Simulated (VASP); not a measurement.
Given:

```xyz
5
Lattice="3.9409 0.0000 0.0000 -1.9705 3.4129 0.0000 0.0000 0.0000 6.7245" Properties=species:S:1:pos:R:3 pbc="T T T"
Na     0.0000     0.0000     0.1629
Li     0.0000     2.2753     2.3854
Zn     1.9705     1.1376     4.1266
S      0.0000     2.2753     4.9527
S      1.9705     1.1376     1.8214
```

Calculation: r2SCAN meta-GGA, VASP's PBE PAW potentials (set 64) (plane waves; VASP). Settings: 520 eV cut-off, 8×8×4 Γ-centred mesh, Gaussian smearing of 0.010 eV, potentials Na_pv Li_sv Zn S.

### Question
The job: NaLiZnS₂ (space group P3m1), 5 atoms, r2SCAN, optics run with many empty bands, 520 eV, 8×8×4 Γ-centred mesh. Roughly how much core time does it take on a busy server core?

### Answer
About 10 core-minutes (one run on a shared machine, a rough figure). It had 35 irreducible k-points, 63 bands, up to 2467 plane waves and 27 electronic steps.

The structure comes from a computed database's NaLiZnS2 entry (P3m1); how it stands against other phases isn't given here. It was relaxed first.
